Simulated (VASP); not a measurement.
Data:

```xyz
8
Lattice="0.0000 2.9755 2.9755 2.9755 0.0000 2.9755 11.9044 11.9044 -0.0024" Properties=species:S:1:pos:R:3 pbc="T T T"
Pb    11.8496    11.8496     0.0524
Pb     6.0064     6.0064     5.8956
Pb     8.9459     8.9459     5.9316
Pb     8.9101     8.9101     0.0163
Se     2.9758     2.9758     2.9752
S      5.9854     5.9854     2.9411
S      8.9280     8.9280     2.9740
S     11.8706    11.8706     3.0069
```

Calculation: PBEsol GGA, VASP's PBE PAW potentials (set 64) (plane waves; VASP). Run with 400 eV cut-off, Gaussian smearing of 0.050 eV, potentials Pb_d Se S.

Unless said otherwise, spin-orbit coupling is left out, though it shifts the bands of the heavy elements here.

Problem. Give the energies of bands 33 to 46 at the high-symmetry points, in eV from the valence-band maximum.

Solution. 
```json
[
 {"band": "33", "Γ": "-2.13", "T": "-1.97", "H2": "-3.56", "L": "-3.19", "S0": "-3.77", "F": "-3.51"},
 {"band": "34", "Γ": "-2.00", "T": "-1.97", "H2": "-3.54", "L": "-3.17", "S0": "-3.29", "F": "-2.93"},
 {"band": "35", "Γ": "-2.00", "T": "-1.86", "H2": "-2.94", "L": "-2.65", "S0": "-3.21", "F": "-2.73"},
 {"band": "36", "Γ": "-1.56", "T": "-1.84", "H2": "-2.93", "L": "-2.57", "S0": "-2.66", "F": "-2.30"},
 {"band": "37", "Γ": "-1.56", "T": "-1.57", "H2": "-1.82", "L": "-2.25", "S0": "-2.06", "F": "-2.30"},
 {"band": "38", "Γ": "-1.20", "T": "-1.57", "H2": "-1.74", "L": "-2.02", "S0": "-1.40", "F": "-1.76"},
 {"band": "39", "Γ": "-1.20", "T": "-0.59", "H2": "-1.11", "L": "-1.06", "S0": "-1.39", "F": "-1.74"},
 {"band": "40", "Γ": "0.00", "T": "-0.56", "H2": "-1.09", "L": "-1.04", "S0": "-1.02", "F": "-0.01"},
 {"band": "41", "Γ": "0.19", "T": "0.98", "H2": "1.75", "L": "1.13", "S0": "1.68", "F": "0.18"},
 {"band": "42", "Γ": "1.78", "T": "0.98", "H2": "1.75", "L": "1.21", "S0": "2.04", "F": "1.78"},
 {"band": "43", "Γ": "1.78", "T": "2.08", "H2": "2.32", "L": "2.38", "S0": "2.05", "F": "1.79"},
 {"band": "44", "Γ": "2.22", "T": "2.08", "H2": "2.52", "L": "2.45", "S0": "2.64", "F": "2.75"},
 {"band": "45", "Γ": "2.22", "T": "2.18", "H2": "3.50", "L": "2.81", "S0": "3.36", "F": "2.80"},
 {"band": "46", "Γ": "3.00", "T": "2.18", "H2": "3.55", "L": "3.04", "S0": "3.63", "F": "3.61"}
]
```

The gap is indirect, 0.18 eV, from the valence maximum at Γ to the conduction minimum at F.

The structure was generated: Pb4S3Se was put into an ordered model structure (R-3m), which need not be its known phase. It was relaxed first.
